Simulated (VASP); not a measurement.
A convergence study with VASP on NaCl (space group Fm-3m): one setting is varied, all else stays as given below, so the limit is that of these other settings.

```yaml
crystal:
  lattice:
    - [0.00000, 2.82846, 2.82846]
    - [2.82846, 0.00000, 2.82846]
    - [2.82846, 2.82846, 0.00000]
  atoms:
    - { symbol: Na, position: [0.00000, 0.00000, 0.00000] }
    - { symbol: Cl, position: [0.50000, 0.50000, 0.50000] }
```

Calculation: PBE GGA, VASP's PBE PAW potentials (set 64) (plane waves; VASP). The tightest run used: 300 eV cut-off, 12×12×12 Γ-centred mesh, Gaussian smearing of 0.010 eV, potentials Na_pv Cl.

```tsv
setting	mean ε∞	irreducible k-points
3×3×3 mesh	2.64	4
4×4×4 mesh	2.53	8
5×5×5 mesh	2.50	10
```

Problem. These are the cheaper rows. Estimate the results at 12×12×12 mesh, and how far the last row shown lies from them.

Solution. 
| quantity | tightest run | last row shown is off by |
|---|---|---|
| mean ε∞ | 2.50 | 0.01 |

Left out are rungs that failed or repeat a setting and relaxations that didn't move; long series are thinned to 24 rows.

The structure is a typed NaCl crystal (space group no. 225). The cell was not relaxed at this level.
